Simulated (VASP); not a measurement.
InAs (zinc blende): the band gap from VASP (plane waves, PAW) at several levels of theory. Gaps are without spin-orbit coupling. Each level names its cell: its own relaxed one, PBE's, or the starting one. A gap is the smallest over the k-mesh and a band path; hybrids may have named points in place of the path, and GW has the mesh alone.

```tsv
level	band gap (eV)
LDA (own cell)	0 (metallic)
PBE (own cell)	0 (metallic)
PBEsol (own cell)	0 (metallic)
RPBE (own cell)	0 (metallic)
AM05 (own cell)	0 (metallic)
PBE-D3(BJ) (own cell)	0 (metallic)
PBE-D4 (own cell)	0 (metallic)
optB88-vdW (own cell)	0 (metallic)
rev-vdW-DF2 (own cell)	0 (metallic)
revTPSS (own cell)	0 (metallic)
SCAN (own cell)	0 (metallic)
r2SCAN (own cell)	0.08
r2SCAN+rVV10 (own cell)	0.12
```

The cell of the LDA (own cell) run:

```cif
data_AsIn
_chemical_formula_sum 'In1 As1'
_space_group_name_H-M_alt 'P 1'
_space_group_IT_number 1
_cell_length_a 4.26550
_cell_length_b 4.26550
_cell_length_c 4.26550
_cell_angle_alpha 60.000
_cell_angle_beta 60.000
_cell_angle_gamma 60.000
loop_
_space_group_symop_operation_xyz
  'x, y, z'
loop_
_atom_site_label
_atom_site_type_symbol
_atom_site_fract_x
_atom_site_fract_y
_atom_site_fract_z
_atom_site_occupancy
In1 In 0.00000 0.00000 0.00000 1
As1 As 0.25000 0.25000 0.25000 1
```

Only levels that ran to the end are used. Left out are those held back, those with too coarse a band path, GW runs whose mesh misses a band edge, hybrids' fits of cells that aren't cubic and levels without matching references; a question may draw on a part of the rest.

The compound is InAs in the zinc blende structure.
